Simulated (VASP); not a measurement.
Consider the following.

```xyz
9
Lattice="4.9402 0.0000 0.0000 -2.4701 4.2784 0.0000 0.0000 0.0000 5.4569" Properties=species:S:1:pos:R:3 pbc="T T T"
Si     1.3119     2.2722     0.0000
Si     2.3165     0.0000     1.8190
Si    -1.1583     2.0061     3.6379
O      0.3103     1.7657     4.2814
O      0.7858     3.6643     0.6435
O     -1.0962     3.1268     2.4624
O      1.3740     1.1516     1.1755
O      2.7805     2.5127     4.8134
O      3.2559     0.6141     2.9945
```

All values below come from PBEsol GGA, VASP's PBE PAW potentials (set 64) (plane waves; VASP 6.6.1). Numerical set-up: 520 eV cut-off, 6×6×5 Γ-centred mesh, tetrahedra with Blöchl corrections, potentials Si O.

The cores are frozen, which limits the accuracy of field gradients.

**Question.** Give the principal components of the electric field gradient (V/Å²) and the asymmetry η at each nucleus.

**Answer.** 
| atom | Vxx | Vyy | Vzz | η |
|---|---|---|---|---|
| Si1 | -6.4 | -1.6 | 7.9 | 0.60 |
| Si2 | -6.4 | -1.6 | 7.9 | 0.60 |
| Si3 | -6.4 | -1.6 | 7.9 | 0.60 |
| O4 | -54.0 | -34.5 | 88.6 | 0.22 |
| O5 | -54.0 | -34.5 | 88.6 | 0.22 |
| O6 | -54.0 | -34.5 | 88.6 | 0.22 |
| O7 | -54.0 | -34.5 | 88.6 | 0.22 |
| O8 | -54.0 | -34.5 | 88.6 | 0.22 |
| O9 | -54.0 | -34.5 | 88.6 | 0.22 |

The structure comes from a computed database's SiO2 entry (P3_121); how it stands against other phases isn't given here. It was relaxed first.
